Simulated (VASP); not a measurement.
Runs of VASP 6.6.1 on Si2Cl. It takes space group R-3m (No. 166, trigonal). The conventional cell has a = 3.881 Å, b = 3.881 Å, c = 16.501 Å, α = 90.00°, β = 90.00°, γ = 120.00°. Si (site symmetry 3m) is surrounded by 3 Si at 2.34 Å and 1 Cl at 2.41 Å. Around Cl (site symmetry -3m) lie 2 Si at 2.41 Å. The cell was built by a generator and needn't be a form met in nature.

```tsv
task	level	cell	k mesh	cutoff (eV)	smearing	grid for exact exchange (PRECFOCK)	exchange at q = 0	mesh quality	gap on the mesh (eV)	pressure (GPa)	largest force (eV/Å)
atomic charges	PBE0+D2	as given	4 × 4 × 4	500	gaussian 0.1 eV	Fast	default	coarse	none	-3.1	(a)
relaxation of the atoms	RPBE	atoms relaxed	8 × 8 × 8	520	gaussian 0.05 eV	-	-	not flagged	none	1.3	0.01
single point	PBE	as given	8 × 8 × 8	520	fermi-dirac 0.05 eV	-	-	not flagged	none	-0.1	0.02
relaxation of cell and atoms	PBE	relaxed	8 × 8 × 8	600	gaussian 0.05 eV	-	-	not flagged	none	0.0	-
```

Alike in all rows: potentials or basis VASP PAW PBE potentials, release 64 (Si, Cl); no spin polarisation.

Problem. Estimate the missing entries.

Solution. (a) 0.16.

Caveats: some runs use coarse meshes; an odd number of electrons without spin polarisation forces a metal; a magnetic or distorted state may lie lower; the PAW data sets were made with another functional, which shifts forces and pressure a little (some runs); atom-pairwise D2, TS and ULG terms overbind metals (some runs); pairwise dispersion overbinds metals, which lowers pressure and volume (some runs).

A k mesh can miss the band edges.

A gap of «none» marks a metal or a gap under the smearing width.

Not every run made on this cell is shown here.
